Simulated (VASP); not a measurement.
Consider the following.

```xyz
2
Lattice="1.3650 -2.3642 0.0000 1.3650 2.3642 0.0000 0.0000 0.0000 4.3200" Properties=species:S:1:pos:R:3 pbc="T T T"
Os     1.3650     0.7881     1.0800
Os     1.3650    -0.7881     3.2400
```

Method: PBE GGA, VASP's PBE PAW potentials (set 64) (plane waves; VASP). Settings: 400 eV cut-off, KSPACING 0.6 per Å, first-order Methfessel-Paxton smearing of 0.10 eV, potentials Os.

**Question.** Give the stress tensor in GPa (positive for a compressed cell).

**Answer.** 
```
 7.85   0.00   0.00
 0.00   7.85   0.00
 0.00   0.00  16.70
```
The pressure is its mean diagonal, 10.80 GPa.

The compound is Os in the hcp structure. The cell was not relaxed at this level. The run is one of a series of settings (KGAMMA = .FALSE., KSPACING = 0.6, KPOINTS file removed against the base run), some of them coarse on purpose.
